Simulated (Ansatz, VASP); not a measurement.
ScSbS3 in VASP and in Ansatz

```xyz
5
Lattice="4.6526 0.0000 0.0000 0.0000 4.6526 0.0000 0.0000 0.0000 6.4630" Properties=species:S:1:pos:R:3 pbc="T T T"
Sc    0.0000    0.0000    1.6916
Sb    2.3263    2.3263    4.1142
S     2.3263    2.3263    0.0896
S     0.0000    2.3263    2.7652
S     2.3263    0.0000    2.7652
```

Change from the starting cell: species swapped into the NdBPt3 type (P4mm, No. 99).

Alike in both runs: functional PBE; k mesh 4 × 4 × 4; occupations gaussian, width 0.1 eV; no spin polarisation.

Ansatz relaxed the structure, and its values are those at the end. VASP's run is a single point on that final structure, the one shown.

|  | VASP | Ansatz |
| --- | --- | --- |
| version | VASP 6.6.1 | Ansatz 0.2.0 |
| potentials or method | VASP PAW PBE potentials, release 64 (Sc_sv, Sb, S) | scalar-relativistic, plane waves, PAW |
| plane-wave cutoff (eV) | 520 | 420 |
| valence electrons in the cell | 34 | 44 |

Ansatz gave:

```
gap on the k mesh at the Fermi level (eV) : 0.53
least direct gap on the mesh (eV)         : 0.53
pressure (GPa)                            : 0.1
rms of the force components (eV/Å)        : 0.005
```

**Question.** Which values does VASP return?

**Answer.** gap on the k mesh at the Fermi level (eV): 0.52; least direct gap on the mesh (eV): 0.52; pressure (GPa): 0.1; rms of the force components (eV/Å): 0.020.

The two sets of potentials don't hold the same shells in valence.

Caveats: spin-orbit coupling is left out, which moves the levels of the heavy elements. A k mesh can miss the band edges.
